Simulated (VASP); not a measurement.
Given:

```xyz
12
Lattice="0.0000 5.1784 5.1784 5.1784 0.0000 5.1784 5.1784 5.1784 0.0000" Properties=species:S:1:pos:R:3 pbc="T T T"
Sn     1.2946     3.8838     3.8838
Sn     3.8838     3.8838     1.2946
Sn     3.8838     1.2946     3.8838
Sn     1.2946     1.2946     1.2946
S      9.0795     6.4558     6.4558
S      6.4903     6.4903     3.8666
S      6.4558     9.0795     6.4558
S      3.8666     3.8666     3.8666
S      9.0795     9.0795     9.0795
S      6.4903     3.8666     6.4903
S      6.4558     6.4558     9.0795
S      3.8666     6.4903     6.4903
```

Method: PBEsol GGA, VASP's PBE PAW potentials (set 64) (plane waves; VASP). Numerical set-up: 400 eV cut-off, 4×4×4 Γ-centred mesh, tetrahedra with Blöchl corrections, potentials Sn_d S.

The cores are frozen, which limits the accuracy of field gradients.

Give the principal components of the electric field gradient (V/Å²) and the asymmetry η at each nucleus.

```json
[
 {"atom": "Sn1", "Vxx": "5.3", "Vyy": "5.3", "Vzz": "-10.6", "η": "0.00"},
 {"atom": "Sn2", "Vxx": "5.3", "Vyy": "5.3", "Vzz": "-10.6", "η": "0.00"},
 {"atom": "Sn3", "Vxx": "5.3", "Vyy": "5.3", "Vzz": "-10.6", "η": "0.00"},
 {"atom": "Sn4", "Vxx": "5.3", "Vyy": "5.3", "Vzz": "-10.6", "η": "0.00"},
 {"atom": "S5", "Vxx": "25.7", "Vyy": "25.7", "Vzz": "-51.5", "η": "0.00"},
 {"atom": "S6", "Vxx": "25.7", "Vyy": "25.7", "Vzz": "-51.5", "η": "0.00"},
 {"atom": "S7", "Vxx": "25.7", "Vyy": "25.7", "Vzz": "-51.5", "η": "0.00"},
 {"atom": "S8", "Vxx": "25.7", "Vyy": "25.7", "Vzz": "-51.5", "η": "0.00"},
 {"atom": "S9", "Vxx": "25.7", "Vyy": "25.7", "Vzz": "-51.5", "η": "0.00"},
 {"atom": "S10", "Vxx": "25.7", "Vyy": "25.7", "Vzz": "-51.5", "η": "0.00"},
 {"atom": "S11", "Vxx": "25.7", "Vyy": "25.7", "Vzz": "-51.5", "η": "0.00"},
 {"atom": "S12", "Vxx": "25.7", "Vyy": "25.7", "Vzz": "-51.5", "η": "0.00"}
]
```

The structure comes from a computed database's SnS2 entry (Fd-3m); how it stands against other phases isn't given here. It was relaxed first.
